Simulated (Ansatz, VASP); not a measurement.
# One calculation of MgSnO2, two programs

The input INCAR:

```
SYSTEM = MgSnO2
PREC     = Accurate       ! precision mode
ENCUT    = 600            ! plane-wave cutoff, eV
EDIFF    = 1E-6           ! SCF threshold, eV
ISMEAR   = 0              ! smearing method
SIGMA    = 0.1            ! smearing width, eV
LREAL    = .False.        ! projectors in reciprocal space
LASPH    = .True.         ! aspherical terms in the spheres
NELM     = 100            ! most SCF steps
ALGO     = Normal         ! electronic algorithm
ISIF     = 3              ! what is computed and relaxed
LWAVE    = .False.        ! write WAVECAR
LCHARG   = .False.        ! write CHGCAR
GGA      = PE             ! functional
IBRION   = 2              ! ionic algorithm
NSW      = 90             ! ionic steps
EDIFFG   = -0.04          ! ionic threshold
```

Contents of KPOINTS:

```
Automatic mesh
0
Gamma
  4 4 6
  0 0 0
```

The input POSCAR:

```
MgSnO2
1.0
    4.4456421600      0.0000000000      0.0000000000
    0.0000000000      4.4456421600      0.0000000000
    0.0000000000      0.0000000000      2.6189405600
Mg Sn O
1 1 2
Direct
    0.5000000000      0.5000000000      0.5000000000
    0.0000000000      0.0000000000      0.0000000000
    0.5000000000      0.0000000000      0.0000000000
    0.0000000000      0.5000000000      0.0000000000
```

Input for Ansatz:

```yaml
crystal:
  lattice:
    - [4.44564216, 0.0, 0.0]
    - [0.0, 4.44564216, 0.0]
    - [0.0, 0.0, 2.61894056]
  atoms:
    - { symbol: Mg, position: [0.5, 0.5, 0.5] }
    - { symbol: Sn, position: [0.0, 0.0, 0.0] }
    - { symbol: O, position: [0.5, 0.0, 0.0] }
    - { symbol: O, position: [0.0, 0.5, 0.0] }
basis:
  ecutwfc: 420
kpoints:
  mp_grid: { grid: [4, 4, 6] }
hamiltonian:
  xc: pbe
scf:
  occupations: { method: gaussian, width: 0.1 }
  lower_state_search: "off"
output:
  forces: true
  stress: true
  eigenvalues: true
relax:
  adjacent_minimum: "off"
  f_tol: 0.04
  max_steps: 70
  cell: { stress_tol: 0.4 }
```

Alike in both runs: task relaxation of cell and atoms; functional PBE; k mesh 4 × 4 × 6; occupations gaussian, width 0.1 eV; no spin polarisation.

```csv
,VASP,Ansatz
version,VASP 6.6.1,Ansatz 0.2.0
potentials or method,"VASP PAW PBE potentials, release 64 (Mg, Sn_d, O)","scalar-relativistic, plane waves, PAW"
plane-wave cutoff (eV),600,420
valence electrons in the cell,28,36
```

Ansatz gave:

```
gap on the k mesh at the Fermi level, each at its own relaxed structure (eV) : none
relaxed volume (Å³/atom)                                                     : 13.77
relaxed cell length with the largest relative difference (Å)                 : 2.991
energy change over the relaxation (meV/atom)                                 : -232
```

What did VASP give for the same quantities?

gap on the k mesh at the Fermi level, each at its own relaxed structure (eV): none; relaxed volume (Å³/atom): 13.72; relaxed cell length with the largest relative difference (Å): 2.978; energy change over the relaxation (meV/atom): -228.

A gap of «none» marks a metal or a gap that the smearing closes. The two sets of potentials don't hold the same shells in valence.

Caveats: the k mesh is coarse (spacing up to 0.40 Å⁻¹), so the values aren't converged.
